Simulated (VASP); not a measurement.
All values below come from PBE GGA, VASP's PBE PAW potentials (set 64) (plane waves; VASP).

The input files of a VASP run:

### KPOINTS
```
kpoints
0
Gamma
  14 14 14
0 0 0
```

INCAR:
```
ALGO=Normal
IBRION=8
NELM=100
SIGMA=0.01   ! width (eV)
ENCUT=400   ! plane-wave cut-off (eV)
NSW=1   ! most ionic steps
PREC=Accurate
GGA=PE   ! PBE
LASPH=.TRUE.
SYSTEM=PbS
LMAXMIX=4
LCHARG=.FALSE.
LREAL=.FALSE.   ! projection in real space or not
LEPSILON=.TRUE.
LWAVE=.FALSE.
ISMEAR=0
EDIFF=1E-8   ! SCF stop (eV)
```

POSCAR:
```
PbS
1
    0.0000000000     3.0019069061     3.0019069061
    3.0019069061     0.0000000000     3.0019069061
    3.0019069061     3.0019069061     0.0000000000
Pb S
1 1
Direct
  0.0000000000   0.0000000000   0.0000000000
  0.5000000000   0.5000000000   0.5000000000
```

POTCAR, in this order: Pb_d S (PBE.64 set). Program: vasp_std.

What VASP printed:

File OUTCAR:
```
 ion  position               nearest neighbor table
   1  0.000  0.000  0.000-   2 3.00   2 3.00   2 3.00   2 3.00   2 3.00   2 3.00
   2  0.500  0.500  0.500-   1 3.00   1 3.00   1 3.00   1 3.00   1 3.00   1 3.00
  LATTYP: Found a face centered cubic cell.
 ALAT       =     6.0038138122
 Subroutine PRICEL returns:
 Original cell was already a primitive cell.
 Subroutine GETGRP returns: Found 48 space group operations
The static configuration has the point symmetry O_h .
The dynamic configuration has the point symmetry O_h .
 Subroutine INISYM returns: Found 48 space group operations
 Subroutine IBZKPT returns following result:
 Found    104 irreducible k-points:

 Following reciprocal coordinates:
            Coordinates               Weight
  0.000000  0.000000  0.000000      1.000000
  0.071429  0.000000  0.000000      8.000000
  0.142857  0.000000  0.000000      8.000000
  0.214286  0.000000  0.000000      8.000000
  0.285714  0.000000  0.000000      8.000000
  0.357143  0.000000  0.000000      8.000000
  0.428571  0.000000  0.000000      8.000000
  0.500000  0.000000  0.000000      4.000000
  0.071429  0.071429  0.000000      6.000000
  0.142857  0.071429  0.000000     24.000000
  0.214286  0.071429  0.000000     24.000000
  0.285714  0.071429  0.000000     24.000000
  0.357143  0.071429  0.000000     24.000000
  0.428571  0.071429  0.000000     24.000000
  0.500000  0.071429  0.000000     24.000000
 -0.428571  0.071429  0.000000     24.000000
 -0.357143  0.071429  0.000000     24.000000
 -0.285714  0.071429  0.000000     24.000000
 -0.214286  0.071429  0.000000     24.000000
 -0.142857  0.071429  0.000000     24.000000
 -0.071429  0.071429  0.000000     12.000000
  0.142857  0.142857  0.000000      6.000000
  0.214286  0.142857  0.000000     24.000000
  0.285714  0.142857  0.000000     24.000000
...
```

OUTCAR:
```


 HEAD OF MICROSCOPIC STATIC DIELECTRIC TENSOR (INDEPENDENT PARTICLE, excluding Hartree and local field effects)
 ------------------------------------------------------
          16.671559     0.000000    -0.000000
           0.000000    16.671559     0.000000
          -0.000000     0.000000    16.671559
 ------------------------------------------------------

 MACROSCOPIC STATIC DIELECTRIC TENSOR (including local field effects in DFT)
 ------------------------------------------------------
          16.064852     0.000000     0.000000
           0.000000    16.064852    -0.000000
           0.000000     0.000000    16.064852
 ------------------------------------------------------

 PIEZOELECTRIC TENSOR (including local field effects)  for field in x, y, z        (e  Angst)
          XX          YY          ZZ          XY          YZ          ZX
  --------------------------------------------------------------------------------
  x     0.00000     0.00000     0.00000     0.00000     0.00000     0.00000
  y     0.00000     0.00000     0.00000     0.00000     0.00000     0.00000
  z     0.00000     0.00000     0.00000     0.00000     0.00000     0.00000

 PIEZOELECTRIC TENSOR (including local field effects)  for field in x, y, z        (C/m^2)
          XX          YY          ZZ          XY          YZ          ZX
  --------------------------------------------------------------------------------
  x     0.00000     0.00000     0.00000     0.00000     0.00000     0.00000
  y     0.00000     0.00000     0.00000     0.00000     0.00000     0.00000
  z     0.00000     0.00000     0.00000     0.00000     0.00000     0.00000

 BORN EFFECTIVE CHARGES (including local field effects) (in |e|, cummulative output)
 ---------------------------------------------------------------------------------
 ion    1
    1     4.38581     0.00000     0.00000
    2     0.00000     4.38581     0.00000
    3     0.00000     0.00000     4.38581
 ion    2
    1    -4.38581     0.00000     0.00000
    2     0.00000    -4.38581     0.00000
    3     0.00000     0.00000    -4.38581

   1 f  =    1.371904 THz     8.619926 2PiTHz   45.761784 cm-1     5.673736 meV

   2 f  =    1.371904 THz     8.619926 2PiTHz   45.761784 cm-1     5.673736 meV

   3 f  =    1.371904 THz     8.619926 2PiTHz   45.761784 cm-1     5.673736 meV

   4 f/i=    0.025337 THz     0.159200 2PiTHz    0.845166 cm-1     0.104787 meV

   5 f/i=    0.025337 THz     0.159200 2PiTHz    0.845166 cm-1     0.104787 meV

   6 f/i=    0.025337 THz     0.159200 2PiTHz    0.845166 cm-1     0.104787 meV

 MACROSCOPIC STATIC DIELECTRIC TENSOR IONIC CONTRIBUTION
 ------------------------------------------------------
         312.889854     0.000000     0.000000
           0.000000   312.889854     0.000000
           0.000000     0.000000   312.889854
 ------------------------------------------------------

 ELASTIC MODULI CONTR FROM IONIC RELAXATION (kBar)
 Direction    XX          YY          ZZ          XY          YZ          ZX
 --------------------------------------------------------------------------------
 XX           0.0000      0.0000      0.0000      0.0000      0.0000      0.0000
 YY           0.0000      0.0000      0.0000      0.0000      0.0000      0.0000
 ZZ           0.0000      0.0000      0.0000      0.0000      0.0000      0.0000
 XY           0.0000      0.0000      0.0000      0.0000      0.0000      0.0000
 YZ           0.0000      0.0000      0.0000      0.0000      0.0000      0.0000
 ZX           0.0000      0.0000      0.0000      0.0000      0.0000      0.0000
 --------------------------------------------------------------------------------

 PIEZOELECTRIC TENSOR IONIC CONTR  for field in x, y, z        (C/m^2)
          XX          YY          ZZ          XY          YZ          ZX
  --------------------------------------------------------------------------------
  x     0.00000     0.00000     0.00000     0.00000     0.00000     0.00000
  y     0.00000     0.00000     0.00000     0.00000     0.00000     0.00000
  z     0.00000     0.00000     0.00000     0.00000     0.00000     0.00000
```
(Selected blocks of OUTCAR.)

The dielectric response may not be converged in the k-mesh; for small gaps it tends to come out too large.

The compound is PbS in the rock salt structure. It was relaxed first.
